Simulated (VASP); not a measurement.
TeW2, 3 atoms in the cell. The structure is cubic, space group Fm-3m (No. 225). The conventional cell has a = 6.260 Å, b = 6.260 Å, c = 6.260 Å, α = 90.00°, β = 90.00°, γ = 90.00°. Around Te (site symmetry m-3m) lie 8 W at 2.71 Å. Around W (site symmetry -43m) lie 4 Te at 2.71 Å. The cell was built by a generator and needn't be a form met in nature.

```yaml
Program: VASP 6.6.1
Task: single point
Functional: PBE
Potentials_or_basis: VASP PAW PBE potentials, release 64 (Te, W_sv)
Cutoff: 520 eV
k_mesh: 7 × 7 × 7
Occupations: fermi-dirac, width 0.05 eV
Spin: no spin polarisation
Further_INCAR_settings: ALGO = Normal; EDIFF = 1e-07; NBANDS = 24
```

Potentials or basis: VASP PAW PBE potentials, release 64 (Te, W_sv).

Run with:

```bash
$ cat potpaw_PBE.64/Te/POTCAR potpaw_PBE.64/W_sv/POTCAR > POTCAR
$ mpirun -np 1 vasp_std > vasp.out
```

Hardware: 1 thread of Intel(R) Xeon(R) Platinum 8488C (Sapphire Rapids) (shared host).

**Question.** How long does it take, and how much memory?

**Answer.** Wall time 38 s on 1 thread of Intel(R) Xeon(R) Platinum 8488C (Sapphire Rapids) (shared host), peak memory 0.2 GiB. Counts: scf iterations 14, k points 20.
